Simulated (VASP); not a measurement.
All values below come from PBE GGA, VASP's PBE PAW potentials (set 64) (plane waves; VASP).

The input files of a VASP run:

File KPOINTS:
```
Regular mesh
0
Gamma
 1 1 1
```

### POSCAR
```
Ga31MgAs32
1
   11.5222104212    -0.0000000000    -0.0000000000
   -0.0000000000    11.5222104212     0.0000000000
    0.0000000000     0.0000000000    11.5222104212
Ga As Mg
31 32 1
Direct
  0.5000000000   0.0000000000   0.0000000000
  0.7500000000   0.2500000000   0.0000000000
  0.7500000000   0.0000000000   0.2500000000
  0.0000000000   0.0000000000   0.0000000000
  0.2500000000   0.2500000000   0.0000000000
  0.5000000000   0.5000000000   0.0000000000
  0.7500000000   0.7500000000   0.0000000000
  0.2500000000   0.0000000000   0.2500000000
  0.5000000000   0.2500000000   0.2500000000
  0.7500000000   0.5000000000   0.2500000000
  0.5000000000   0.0000000000   0.5000000000
  0.7500000000   0.2500000000   0.5000000000
  0.7500000000   0.0000000000   0.7500000000
  0.0000000000   0.5000000000   0.0000000000
  0.2500000000   0.7500000000   0.0000000000
  0.0000000000   0.2500000000   0.2500000000
  0.2500000000   0.5000000000   0.2500000000
  0.5000000000   0.7500000000   0.2500000000
  0.0000000000   0.0000000000   0.5000000000
  0.2500000000   0.2500000000   0.5000000000
  0.7500000000   0.7500000000   0.5000000000
  0.2500000000   0.0000000000   0.7500000000
  0.5000000000   0.2500000000   0.7500000000
  0.7500000000   0.5000000000   0.7500000000
  0.0000000000   0.7500000000   0.2500000000
  0.0000000000   0.5000000000   0.5000000000
  0.2500000000   0.7500000000   0.5000000000
  0.0000000000   0.2500000000   0.7500000000
  0.2500000000   0.5000000000   0.7500000000
  0.5000000000   0.7500000000   0.7500000000
  0.0000000000   0.7500000000   0.7500000000
  0.6250000000   0.1250000000   0.1250000000
  0.8750000000   0.3750000000   0.1250000000
  0.8750000000   0.1250000000   0.3750000000
  0.1250000000   0.1250000000   0.1250000000
  0.3750000000   0.3750000000   0.1250000000
  0.6250000000   0.6250000000   0.1250000000
  0.8750000000   0.8750000000   0.1250000000
  0.3750000000   0.1250000000   0.3750000000
  0.6254130000   0.3791350000   0.3785160000
  0.8750000000   0.6250000000   0.3750000000
  0.6250000000   0.1250000000   0.6250000000
  0.8750000000   0.3750000000   0.6250000000
  0.8750000000   0.1250000000   0.8750000000
  0.1250000000   0.6250000000   0.1250000000
  0.3750000000   0.8750000000   0.1250000000
  0.1250000000   0.3750000000   0.3750000000
  0.3759360000   0.6266890000   0.3753570000
  0.6250000000   0.8750000000   0.3750000000
  0.1250000000   0.1250000000   0.6250000000
  0.3760740000   0.3791450000   0.6264650000
  0.6228940000   0.6213760000   0.6265390000
  0.8750000000   0.8750000000   0.6250000000
  0.3750000000   0.1250000000   0.8750000000
  0.6250000000   0.3750000000   0.8750000000
  0.8750000000   0.6250000000   0.8750000000
  0.1250000000   0.8750000000   0.3750000000
  0.1250000000   0.6250000000   0.6250000000
  0.3750000000   0.8750000000   0.6250000000
  0.1250000000   0.3750000000   0.8750000000
  0.3750000000   0.6250000000   0.8750000000
  0.6250000000   0.8750000000   0.8750000000
  0.1250000000   0.8750000000   0.8750000000
  0.4995300000   0.4975620000   0.5034130000
```

INCAR:
```
SYSTEM  =  Ga31MgAs32
PREC  =  Normal; ENCUT  =  400; LREAL  =  Auto
LASPH  =  .TRUE.; ISYM  =  0; NELECT  =  254.0
EDIFF  =  1E-5; NELM  =  100; NELMIN  =  4
ALGO  =  Fast; LMAXMIX  =  4
ISMEAR  =  0; SIGMA  =  0.05
GGA  =  PE
IBRION  =  2; NSW  =  60; ISIF  =  2
EDIFFG  =  -0.03
LWAVE  =  .TRUE.; LCHARG  =  .FALSE.
```

POTCAR, in this order: Ga As Mg (PBE.64 set). Program: vasp_gam.

The cell is charged, with a uniform compensating background. The supercell is sampled at Γ alone, which is coarse: total energies, pressure and levels can be off, energies of defects by several tenths of an eV.

**Question.** Predict the energy per atom (σ→0).

**Answer.** 
```
Item                            Value
---------------------  --------------
energy per atom (σ→0)  -4.062 eV/atom
```

File OSZICAR:
```
...
   9 F= -.26001457E+03 E0= -.25997605E+03  d E =-.953590E-02
       N       E                     dE             d eps       ncg     rms          rms(c)
DAV:   1    -0.260016531248E+03   -0.19571E-02   -0.10552E-01   336   0.605E-01    0.112E-01
RMM:   2    -0.260017001874E+03   -0.47063E-03   -0.58342E-03   320   0.141E-01    0.371E-02
RMM:   3    -0.260017082707E+03   -0.80833E-04   -0.91591E-04   333   0.571E-02    0.228E-02
RMM:   4    -0.260017087655E+03   -0.49484E-05   -0.14037E-04   316   0.228E-02    0.933E-03
RMM:   5    -0.260017090565E+03   -0.29103E-05   -0.29711E-05   224   0.105E-02
  10 F= -.26001709E+03 E0= -.25997853E+03  d E =-.251581E-02
```

The cell is a supercell with a defect, built from GaAs (zinc blende): Mg_Ga, charge +1. The run is not spin-polarised, so no state with unpaired spins was tried.
